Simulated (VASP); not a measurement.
Energy against volume of Ho (hcp). Method: TPSS meta-GGA, VASP's PBE PAW potentials (set 64) (plane waves; VASP 6.6.1). Run with 520 eV cut-off, 12×12×7 Γ-centred mesh, first-order Methfessel-Paxton smearing of 0.10 eV, potentials Ho_3.

The 4f electrons are frozen in the core of the lanthanide potential, so 4f levels, which can set the real gap, and their magnetism are missing.

Shape and ions are relaxed at each volume.

```csv
V (Å³/atom),E (eV/atom)
28.687,-7.82139
29.603,-7.83404
30.518,-7.83868
31.434,-7.83617
```

**Question.** Fit these four points and predict the energy of the run at 32.349 Å³/atom.

**Answer.** A cubic in V^(−2/3), the third-order Birch-Murnaghan form, passes through the four points with V0 = 30.64 Å³/atom and B0 = 41 GPa, and gives -7.8273 eV/atom there. The run gave -7.8270 eV/atom, +0.2 meV/atom from the fit; all five points give B0 = 42 GPa.

The compound is Ho in the hcp structure. It was relaxed first.
